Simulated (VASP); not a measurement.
A convergence study with VASP on GaN (zinc blende): one setting is varied, all else stays as given below, so the limit is that of these other settings.

```
CELL_PARAMETERS angstrom
      0.00000     2.26000     2.26000
      2.26000     0.00000     2.26000
      2.26000     2.26000     0.00000
ATOMIC_POSITIONS crystal
  Ga 0.00000 0.00000 0.00000
  N  0.25000 0.25000 0.25000
```

The numbers are results of PBE GGA, VASP's PBE PAW potentials (set 64) (plane waves; VASP), not measurements. The tightest run used: 700 eV cut-off, 15×15×15 Monkhorst-Pack mesh, Gaussian smearing of 0.050 eV, potentials Ga_d N.

| setting | E (eV/atom) | pressure (GPa) | irreducible k-points |
|---|---|---|---|
| 1×1×1 mesh | 2.0815 | 60.58 | 1 |
| 2×2×2 mesh | -6.0458 | 3.42 | 2 |
| 3×3×3 mesh | -5.9290 | 3.61 | 4 |
| 4×4×4 mesh | -6.0767 | 3.32 | 10 |
| 5×5×5 mesh | -6.0687 | 3.24 | 10 |

Problem. These are the cheaper rows. Estimate the results at 15×15×15 mesh, and how far the last row shown lies from them.

Solution. 
```tsv
quantity	tightest run	last row shown is off by
E (eV/atom)	-6.0768	0.0080
pressure (GPa)	3.32	-0.09
```

Left out are rungs that failed or repeat a setting and relaxations that didn't move; long series are thinned to 24 rows.

The compound is GaN in the zinc blende structure, a metastable form; wurtzite is the usual one. The cell was not relaxed at this level.
